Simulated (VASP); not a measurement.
```
FePt
1.0
    2.68588     0.00000     0.00000
    0.00000     2.68588     0.00000
    0.00000     0.00000     3.71297
Fe Pt
1 1
Direct
  0.00000   0.00000   0.00000
  0.50000   0.50000   0.50000
```
Starting moments (μB, in the order of the record's atoms Fe Pt): 2.9 0.3.

Computed with PBEsol GGA, VASP's PBE PAW potentials (set 64) (plane waves; VASP). Run with 480 eV cut-off, 12×12×10 Γ-centred mesh, first-order Methfessel-Paxton smearing of 0.10 eV, potentials Fe Pt.

Unless said otherwise, spin-orbit coupling is left out, though it shifts the bands of the heavy elements here.

Each row applies one change to this cell, which was relaxed at other settings and keeps the small stress of the first row; at a fixed cut-off the stress holds a Pulay part, so it need not integrate to ΔE exactly. Stress is in GPa, positive when the cell is compressed.

```csv
change,ΔE (meV/atom),σxx,σyy,σzz,"largest shear component, with its sign (GPa)",largest force (eV/Å),moment (μB)
none,0.0,0.11,0.11,0.14,0.00,0.000,3.20
atom 2 (Pt) moved by -0.100 Å along x,10.9,0.38,0.51,1.02,0.00,0.439,3.19
atom 2 (Pt) moved by 0.050 Å along x,[?],[?],[?],[?],[?],[?],[?]
atom 2 (Pt) moved by -0.050 Å along z,[?],[?],[?],[?],[?],[?],[?]
atom 1 (Fe) moved by 0.150 Å along x,24.6,0.71,1.01,2.17,0.00,0.664,3.19
uniaxial strain of +1.0 % along x,1.6,-3.87,-0.62,-1.74,0.00,0.000,3.23
atom 2 (Pt) moved by 0.100 Å along x,10.9,0.38,0.51,1.02,0.00,0.439,3.19
```

Q: What belongs in the gaps?

A: 
- atom 2 (Pt) moved by 0.050 Å along x, ΔE (meV/atom): 2.7
- atom 2 (Pt) moved by 0.050 Å along x, σxx: 0.18
- atom 2 (Pt) moved by 0.050 Å along x, σyy: 0.21
- atom 2 (Pt) moved by 0.050 Å along x, σzz: 0.36
- atom 2 (Pt) moved by 0.050 Å along x, largest shear component, with its sign (GPa): 0.00
- atom 2 (Pt) moved by 0.050 Å along x, largest force (eV/Å): 0.219
- atom 2 (Pt) moved by 0.050 Å along x, moment (μB): 3.19
- atom 2 (Pt) moved by -0.050 Å along z, ΔE (meV/atom): 5.8
- atom 2 (Pt) moved by -0.050 Å along z, σxx: 0.37
- atom 2 (Pt) moved by -0.050 Å along z, σyy: 0.37
- atom 2 (Pt) moved by -0.050 Å along z, σzz: 0.44
- atom 2 (Pt) moved by -0.050 Å along z, largest shear component, with its sign (GPa): 0.00
- atom 2 (Pt) moved by -0.050 Å along z, largest force (eV/Å): 0.461
- atom 2 (Pt) moved by -0.050 Å along z, moment (μB): 3.19

Failed runs are left out, and for metals the shear rows, which the mesh's noise covers.

The compound is FePt in the L1_0 structure. The spin order is the one that the start imposed; others were not tried in this run.
